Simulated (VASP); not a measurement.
Output of a VASP run:

**OSZICAR**
```
       N       E                     dE             d eps       ncg     rms          rms(c)
DAV:   1     0.219882111875E+03    0.21988E+03   -0.11889E+04  2688   0.161E+03
DAV:   2     0.680056299101E+01   -0.21308E+03   -0.21183E+03  2848   0.449E+02
DAV:   3    -0.180751448350E+02   -0.24876E+02   -0.24722E+02  5208   0.126E+02
DAV:   4    -0.189503229838E+02   -0.87518E+00   -0.87491E+00  2744   0.249E+01
DAV:   5    -0.189935387155E+02   -0.43216E-01   -0.43216E-01  4448   0.396E+00    0.126E+01
DAV:   6    -0.170938580776E+02    0.18997E+01   -0.68315E+00  3192   0.306E+01    0.338E+00
DAV:   7    -0.170681317389E+02    0.25726E-01   -0.76807E-01  4016   0.720E+00    0.202E+00
DAV:   8    -0.170919076863E+02   -0.23776E-01   -0.21617E-01  3080   0.655E+00    0.720E-01
DAV:   9    -0.170832133597E+02    0.86943E-02   -0.47297E-02  3144   0.273E+00    0.679E-02
DAV:  10    -0.170835096475E+02   -0.29629E-03   -0.22802E-03  4304   0.357E-01    0.922E-02
DAV:  11    -0.170835358693E+02   -0.26222E-04   -0.17506E-04  3064   0.130E-01    0.301E-02
DAV:  12    -0.170835251634E+02    0.10706E-04   -0.34946E-05  3464   0.465E-02    0.695E-03
DAV:  13    -0.170835252715E+02   -0.10808E-06   -0.96685E-07  2080   0.116E-02
   1 F= -.17083525E+02 E0= -.17083621E+02  d E =-.170835E+02
       N       E                     dE             d eps       ncg     rms          rms(c)
DAV:   1    -0.170850395375E+02   -0.15144E-02   -0.37345E-02  3640   0.269E+00    0.335E-01
DAV:   2    -0.170835477101E+02    0.14918E-02   -0.71405E-03  4040   0.101E+00    0.963E-02
DAV:   3    -0.170834673118E+02    0.80398E-04   -0.10302E-03  3920   0.230E-01    0.319E-02
DAV:   4    -0.170834997541E+02   -0.32442E-04   -0.19649E-04  3512   0.102E-01    0.123E-02
DAV:   5    -0.170835250064E+02   -0.25252E-04   -0.51121E-05  3496   0.509E-02    0.176E-02
DAV:   6    -0.170835350660E+02   -0.10060E-04   -0.22750E-05  4016   0.362E-02    0.466E-03
DAV:   7    -0.170835361755E+02   -0.11095E-05   -0.22465E-06  2312   0.119E-02    0.875E-04
DAV:   8    -0.170835362142E+02   -0.38679E-07   -0.43525E-07  1448   0.538E-03
   2 F= -.17083536E+02 E0= -.17083638E+02  d E =-.109427E-04
       N       E                     dE             d eps       ncg     rms          rms(c)
DAV:   1    -0.170838122997E+02   -0.27612E-03   -0.65829E-03  3640   0.113E+00    0.141E-01
DAV:   2    -0.170835451276E+02    0.26717E-03   -0.12693E-03  4040   0.426E-01    0.407E-02
DAV:   3    -0.170835329042E+02    0.12223E-04   -0.18190E-04  3920   0.965E-02    0.133E-02
DAV:   4    -0.170835397939E+02   -0.68896E-05   -0.34641E-05  3440   0.425E-02    0.519E-03
DAV:   5    -0.170835442566E+02   -0.44628E-05   -0.91351E-06  3384   0.216E-02    0.738E-03
DAV:   6    -0.170835457003E+02   -0.14437E-05   -0.38478E-06  2648   0.151E-02    0.191E-03
DAV:   7    -0.170835458297E+02   -0.12939E-06   -0.50150E-07  1408   0.729E-03
   3 F= -.17083546E+02 E0= -.17083645E+02  d E =-.205582E-04
```

File OUTCAR:
```
------------------------ aborting loop because EDIFF is reached ----------------------------------------
  FORCE on cell =-STRESS in cart. coord.  units (eV):
  Direction    XX          YY          ZZ          XY          YZ          ZX
  --------------------------------------------------------------------------------------
  Total       -0.0014995     -0.0014995      0.0058209     -0.0000000      0.0000000      0.0000000
  in kB       -0.0751685     -0.0751685      0.2917966     -0.0000000      0.0000000      0.0000000
  external PRESSURE =       0.0471532 kB  Pullay stress =       0.0000000 kB
  volume of cell :       31.96
      direct lattice vectors                 reciprocal lattice vectors
     2.849903321  0.000000000  0.000000000     0.350889096  0.202585896  0.000000000
    -1.424951661  2.468088895  0.000000000    -0.000000000  0.405171792  0.000000000
     0.000000000 -0.000000000  4.543945577     0.000000000 -0.000000000  0.220073058
 POSITION                                       TOTAL-FORCE (eV/Angst)
 -----------------------------------------------------------------------------------
     -0.00000      1.64539      1.13599         0.000000     -0.000000      0.000000
      1.42495      0.82270      3.40796        -0.000000      0.000000      0.000000
 -----------------------------------------------------------------------------------
    total drift:                               -0.000902      0.000521     -0.000020
  FREE ENERGIE OF THE ION-ELECTRON SYSTEM (eV)
  ---------------------------------------------------
  free  energy   TOTEN  =       -17.0835458297 eV

  energy  without entropy=      -17.0838441434  energy(sigma->0) =      -17.08364527

 reached required accuracy - stopping structural energy minimisation
```
(Selected blocks of OUTCAR.)

POSCAR:
```
Ti
1
    2.8511263200     0.0000000000    -0.0000000000
   -1.4255631600     2.4691480431     0.0000000000
   -0.0000000000    -0.0000000000     4.5456501171
Ti
2
Direct
  0.3333330000   0.6666670000   0.2500000000
  0.6666670000   0.3333330000   0.7500000000
```

Problem. Reconstruct the remaining input files.

Solution. This is not unique; one that fits is the input of the run itself, LDA (Ceperley-Alder, Perdew-Zunger), plane waves, VASP's LDA PAW potentials (set 64).

**INCAR**
```
SYSTEM = Ti
PREC = Accurate
ENCUT = 400
EDIFF = 1E-6
NELM = 100
ALGO = Normal
LREAL = .FALSE.
LASPH = .TRUE.
ISMEAR = 1
SIGMA = 0.1
LMAXMIX = 4
LWAVE = .FALSE.
LCHARG = .FALSE.
IBRION = 2
ISIF = 3
NSW = 60
EDIFFG = -0.01
```

**KPOINTS**
```
Automatic mesh
0
Gamma
13 13 7
0 0 0
```

POTCAR, in this order: Ti_sv (LDA.64 set). Program: vasp_std.

The structure comes from a computed database's Ti entry (P6_3/mmc); how it stands against other phases isn't given here. This run relaxes it. Symmetry was kept, so distortions that lower it aren't found. The start is the result of an earlier pass.
